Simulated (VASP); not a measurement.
## NaSrCl₃ (strained cubic perovskite), PBE single-point calculation: VASP's output and Ansatz's

POSCAR

```
Na Sr Cl
 1.0000000000000000
     5.6533946759000004    0.0000000000000000    0.0000000000000000
     0.0000000000000000    5.6533946759000004    0.0000000000000000
     0.0000000000000000    0.0000000000000000    5.6201933625000002
 Na  Sr  Cl
   1   1   3
Cartesian
  0.0000000000000000  0.0000000000000000  0.0000000000000000
  2.8266973379500002  2.8266973379500002  2.8100966812500001
  2.8266973379500002  2.8266973379500002  0.0000000000000000
  2.8266973379500002  0.0000000000000000  2.8100966812500001
  0.0000000000000000  2.8266973379500002  2.8100966812500001
```

VASP ran with the recommended PBE PAW datasets (38 valence electrons in the cell).

From OUTCAR

```
k-points           NKPTS =     18   k-points in BZ     NKDIM =     18   number of bands    NBANDS=     27

   NELECT =      38.0000    total number of electrons

   dimension x,y,z NGX =    42 NGY =   42 NGZ =   42
   dimension x,y,z NGXF=    84 NGYF=   84 NGZF=   84

  energy-cutoff  :      520.00
  volume of cell :      179.63
      direct lattice vectors                 reciprocal lattice vectors
     5.653394676  0.000000000  0.000000000     0.176884873  0.000000000  0.000000000
     0.000000000  5.653394676  0.000000000     0.000000000  0.176884873  0.000000000
     0.000000000  0.000000000  5.620193363     0.000000000  0.000000000  0.177929821

 k-points in reciprocal lattice and weights: KPOINTS created by Atomic Simulation Env
   0.00000000  0.00000000  0.00000000       0.016
   0.25000000  0.00000000  0.00000000       0.062
   0.50000000  0.00000000  0.00000000       0.031
   0.25000000  0.25000000  0.00000000       0.062
   0.50000000  0.25000000  0.00000000       0.062
   0.50000000  0.50000000  0.00000000       0.016
   0.00000000  0.00000000  0.25000000       0.031
   0.25000000  0.00000000  0.25000000       0.125
   ...

 E-fermi :  -1.3116

 k-point     1 :       0.0000    0.0000    0.0000
  band No.  band energies     occupation
      1     -33.8802      2.00000
      2     -25.2402      2.00000
      3     -25.2402      2.00000
      4     -25.2401      2.00000
      5     -16.0133      2.00000
      6     -16.0069      2.00000
      7     -16.0069      2.00000
      8     -14.3196      2.00000
      9     -14.1259      2.00000
     10     -14.1148      2.00000
     11      -2.8320      2.00000
     12      -2.8320      2.00000
     13      -2.8186      2.00000
     14      -2.1612      2.00000
     15      -2.1612      2.00000
     16      -2.1532      2.00000
     17      -1.9767      2.00000
     18      -1.9767      2.00000
     19      -1.9724      2.00000
     20       1.8549      0.00000
     21       4.4632      0.00000
     22       4.4632      0.00000
     23       4.4632      0.00000
     24       6.0128      0.00000
     25       6.0317      0.00000
     26       6.3591      0.00000
     27       6.5793      0.00000

 k-point     2 :       0.2500    0.0000    0.0000
  band No.  band energies     occupation
      1     -33.8800      2.00000
      2     -25.2403      2.00000
      3     -25.2402      2.00000
      4     -25.2401      2.00000
      5     -16.1592      2.00000
      6     -16.0127      2.00000
      7     -16.0063      2.00000
      8     -14.2693      2.00000
      9     -14.1219      2.00000
     10     -13.9172      2.00000
     11      -3.0301      2.00000
     12      -2.7690      2.00000
     13      -2.7557      2.00000
     14      -2.3799      2.00000
     15      -2.2581      2.00000
     16      -2.2505      2.00000
     17      -2.2034      2.00000
     18      -2.0149      2.00000
     19      -2.0102      2.00000
     20       2.3302      0.00000
     21       4.5252      0.00000
     22       4.8808      0.00000
     23       4.8833      0.00000
     24       5.1604      0.00000
     25       6.2632      0.00000
     26       6.5758      0.00000
     27       6.8266      0.00000

 k-point     3 :       0.5000    0.0000    0.0000
  band No.  band energies     occupation
      1     -33.8797      2.00000
      2     -25.2403      2.00000
      3     -25.2402      2.00000
      4     -25.2401      2.00000
      5     -16.2849      2.00000
      6     -16.0120      2.00000
      7     -16.0057      2.00000
      8     -14.2561      2.00000
      9     -14.1209      2.00000
     10     -13.7016      2.00000
     11      -3.3183      2.00000
     12      -2.6537      2.00000
     13      -2.6388      2.00000
     14      -2.6240      2.00000
     15      -2.4277      2.00000
     16      -2.4221      2.00000
     17      -2.2446      2.00000
     18      -2.0287      2.00000
     19      -2.0235      2.00000
     20       3.0980      0.00000
     21       4.1240      0.00000
     22       4.5919      0.00000
     23       5.3280      0.00000
     24       5.3372      0.00000
     25       6.3598      0.00000
     26       6.6491      0.00000
     27       7.2821      0.00000

 ...

  Total        0.1251020      0.1251020      0.4347161      0.0000000      0.0000000      0.0000000
  in kB        1.1158480      1.1158480      3.8774522      0.0000000      0.0000000      0.0000000
  external PRESSURE =       2.0363827 kB  Pullay stress =       0.0000000 kB

 POSITION                                       TOTAL-FORCE (eV/Angst)
 -----------------------------------------------------------------------------------
      0.00000      0.00000      0.00000         0.000000      0.000000      0.000000
      2.82670      2.82670      2.81010         0.000000      0.000000      0.000000
      2.82670      2.82670      0.00000         0.000000      0.000000      0.000000
      2.82670      0.00000      2.81010         0.000000      0.000000      0.000000
      0.00000      2.82670      2.81010         0.000000      0.000000      0.000000
 -----------------------------------------------------------------------------------
    total drift:                                0.000000     -0.000000      0.000000

  FREE ENERGIE OF THE ION-ELECTRON SYSTEM (eV)
  ---------------------------------------------------
  free  energy   TOTEN  =       -18.3891266848 eV

  energy  without entropy=      -18.3891266847  energy(sigma->0) =      -18.38912668
```

Each program uses its own PAW datasets. VASP's cell holds 38 valence electrons and Ansatz's 40. Ansatz's stress includes a Pulay correction; VASP's doesn't.

Problem. What does Ansatz give for the same cell and level of theory?

Solution. gap between bands v and c 3.61 eV; least direct gap 3.84 eV; pressure 0.1 GPa.

Ansatz printed

```
SCF 1 converged in 6 iterations: F = -8279.118846 eV  dr2 = 4.10e-9
  greatest PAW one-centre occupation: 0.999 electrons in one spin orbital (limit 2), on the Na atom at site 0 (counted from 0), in its partial waves of l = 0
NSCF: frozen V_eff on 4 k-points
SCF converged after 6 iterations
Free energy (F): -8279.118846 eV
Harris-Foulkes:  -8279.118846 eV  (|F-HF|=1.60e-9)
Internal energy: -8279.118846 eV  (E = F + TS)
E sigma→0 (E₀):  -8279.118846 eV
Fermi energy:    1.930390 eV
--- Per-component energies (eV) ---
  E_band       = -477.625206
  E_kinetic    = 850.432672
  E_local      = -3197.445996  (includes V_loc(G=0)·N_el)
  E_nonlocal   = 402.236944
  E_hartree    = 1059.293465
  E_xc         = -535.034969
  E_vxc        = -579.829709  (∫ρ·V_xc dr)
  E_paw        = -4935.966940  (= ΣΔE_a)
  E_vpaw       = -71.607091  (= ΣTr[D̂ρ^β])
  E_aug_tail   = 0.000246  (compensation charges beyond the density's cutoff)
  E_ewald      = -1922.634267
  E_smearing   = -0.000000  (= −TS)
  E_closure    = 0.000000  (closes the sum)
  Σ components = -8279.118846   (vs F -8279.118846, Δ=0.00e0)
--- Forces (eV/Å), atoms counted from 1 ---
  atom   1  Na    -0.00000000    -0.00000000     0.00000000
  atom   2  Sr     0.00000000     0.00000000     0.00000000
  atom   3  Cl     0.00000000     0.00000000     0.00000000
  atom   4  Cl     0.00000000    -0.00000000     0.00000000
  atom   5  Cl     0.00000000     0.00000000     0.00000000
  max |Σ_I F_I| component: 2.18e-29 eV/Å
--- Stress (GPa, compression-positive) ---
        0.055676       0.000000       0.000000
        0.000000       0.055676       0.000000
        0.000000       0.000000       0.326779
  P = ⅓ Tr σ = 0.1460 GPa (1.460 kbar)
--- Band table (eV; the first three rows and the last of 18) ---
  k-point 0: bands = ["-51.4761", "-31.9678", "-23.3739", "-23.3739", "-23.3738", "-14.1058", "-14.0991", "-14.0991", "-12.4652", "-12.2718", "-12.2606", "-0.9764", "-0.9764", "-0.9633", "-0.3068", "-0.3068", "-0.2987", "-0.1297", "-0.1297", "-0.1257", "3.7108", "6.3170", "6.3170", "6.3172", "7.8624"]
  k-point 1: bands = ["-51.4761", "-31.9675", "-23.3739", "-23.3739", "-23.3738", "-14.2757", "-14.0984", "-14.0984", "-12.4034", "-12.2595", "-12.0579", "-1.1841", "-0.9124", "-0.9124", "-0.5264", "-0.4077", "-0.4077", "-0.3432", "-0.1669", "-0.1669", "4.1907", "6.3827", "6.7480", "6.7480", "7.0188"]
  k-point 2: bands = ["-51.4761", "-31.9672", "-23.3739", "-23.3739", "-23.3739", "-14.4130", "-14.0977", "-14.0977", "-12.3898", "-12.2585", "-11.8232", "-1.5001", "-0.7903", "-0.7903", "-0.7612", "-0.5872", "-0.5872", "-0.3865", "-0.1792", "-0.1792", "4.9754", "5.9671", "6.4536", "7.2123", "7.2123"]
  k-point 17: bands = ["-51.4761", "-31.9662", "-23.3740", "-23.3740", "-23.3738", "-14.4095", "-14.3823", "-14.3823", "-11.8341", "-11.8341", "-11.8199", "-1.9459", "-1.2374", "-1.2374", "-1.2223", "-1.2157", "-1.1923", "0.0994", "0.1040", "0.1040", "4.7129", "8.0776", "8.0963", "8.0963", "8.1679"]
```
